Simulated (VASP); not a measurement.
All values below come from PBE GGA, VASP's PBE PAW potentials (set 64) (plane waves; VASP).

VASP input:

**INCAR**
```
ALGO = Normal
EDIFF = 1E-6
ENCUT = 300
GGA = PE
ISIF = 2
ISMEAR = 0
LASPH = .True.
LCHARG = .False.
LMAXMIX = 4
LREAL = .False.
LWAVE = .False.
NBANDS = 39
NELM = 100
PREC = Accurate
SIGMA = 0.272
SYSTEM = In
```

**KPOINTS**
```
Automatic mesh
0
Gamma
11 11 11
0 0 0
```

File POSCAR:
```
In
1
   -1.6199570000     1.6199570000     2.4779430000
    1.6199570000    -1.6199570000     2.4779430000
    1.6199570000     1.6199570000    -2.4779430000
In
1
Direct
  0.0000000000   0.0000000000   0.0000000000
```

POTCAR, in this order: In_d (PBE.64 set). Program: vasp_std.

Output

**OSZICAR**
```
       N       E                     dE             d eps       ncg     rms          rms(c)
DAV:   1     0.929811229296E+02    0.92981E+02   -0.22359E+03 12842   0.287E+02
DAV:   2     0.518162866086E+01   -0.87799E+02   -0.80145E+02 10404   0.130E+02
DAV:   3    -0.250014704672E+01   -0.76818E+01   -0.76189E+01 11855   0.281E+01
DAV:   4    -0.258323021781E+01   -0.83083E-01   -0.83061E-01 11674   0.298E+00
DAV:   5    -0.258369093485E+01   -0.46072E-03   -0.46071E-03 11964   0.222E-01    0.232E+00
DAV:   6    -0.256153569699E+01    0.22155E-01   -0.87422E-03 14201   0.109E+00    0.115E+00
DAV:   7    -0.255629813120E+01    0.52376E-02   -0.28750E-03 14762   0.578E-01    0.262E-01
DAV:   8    -0.255590859067E+01    0.38954E-03   -0.42224E-04 13143   0.126E-01    0.288E-02
DAV:   9    -0.255591362693E+01   -0.50363E-05   -0.28517E-06 12398   0.886E-03    0.119E-02
DAV:  10    -0.255591481901E+01   -0.11921E-05   -0.76968E-07 12042   0.443E-03    0.944E-04
DAV:  11    -0.255591470791E+01    0.11110E-06   -0.16882E-08  7337   0.469E-04
   1 F= -.25559147E+01 E0= -.25468979E+01  d E =-.180336E-01
```

File OUTCAR:
```
------------------------ aborting loop because EDIFF is reached ----------------------------------------
  FORCE on cell =-STRESS in cart. coord.  units (eV):
  Direction    XX          YY          ZZ          XY          YZ          ZX
  --------------------------------------------------------------------------------------
  Total        0.3277178      0.3277178      0.2302856      0.0000000     -0.0000000      0.0000000
  in kB       20.1860975     20.1860975     14.1846645      0.0000000     -0.0000000      0.0000000
  external PRESSURE =      18.1856198 kB  Pullay stress =       0.0000000 kB
  volume of cell :       26.01
      direct lattice vectors                 reciprocal lattice vectors
    -1.619957000  1.619957000  2.477943000     0.000000000  0.308650168  0.201780267
     1.619957000 -1.619957000  2.477943000     0.308650168  0.000000000  0.201780267
     1.619957000  1.619957000 -2.477943000     0.308650168  0.308650168  0.000000000
 POSITION                                       TOTAL-FORCE (eV/Angst)
 -----------------------------------------------------------------------------------
      0.00000      0.00000      0.00000         0.000000      0.000000      0.000000
 -----------------------------------------------------------------------------------
    total drift:                                0.000000     -0.000000      0.000000
  FREE ENERGIE OF THE ION-ELECTRON SYSTEM (eV)
  ---------------------------------------------------
  free  energy   TOTEN  =        -2.5559147079 eV

  energy  without entropy=       -2.5378811370  energy(sigma->0) =       -2.54689792
```
(Selected blocks of OUTCAR.)

At this cut-off the stress carries a Pulay error, which pulls relaxed volumes low.

The structure comes from a computed database's In entry; how it stands against other phases isn't given here. The cell was not relaxed at this level. The run is one of a series of settings (NBANDS = 39 against the base run), some of them coarse on purpose.
